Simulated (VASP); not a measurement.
```
GaSb
1.0
    0.00000     2.84702     2.84702
    2.84702     0.00000     2.84702
    2.84702     2.84702     0.00000
Ga Sb
1 1
Direct
  0.00000   0.00000   0.00000
  0.50000   0.50000   0.50000
```

These are PBEsol GGA, VASP's PBE PAW potentials (set 64) (plane waves; VASP) values and carry that method's errors. Numerical set-up: 400 eV cut-off, Gaussian smearing of 0.050 eV, potentials Ga_d Sb.

Unless said otherwise, spin-orbit coupling is left out, though it shifts the bands of the heavy elements here.

What does the run give for the band gap (along the path) with the smallest direct gap where there is one?

```json
{
  "band gap (along the path)": "none (metal, semimetal or under 0.01 eV)"
}
```

The structure was generated: GaSb was put into the rock salt type (Fm-3m), which need not be its known phase. It was relaxed first.
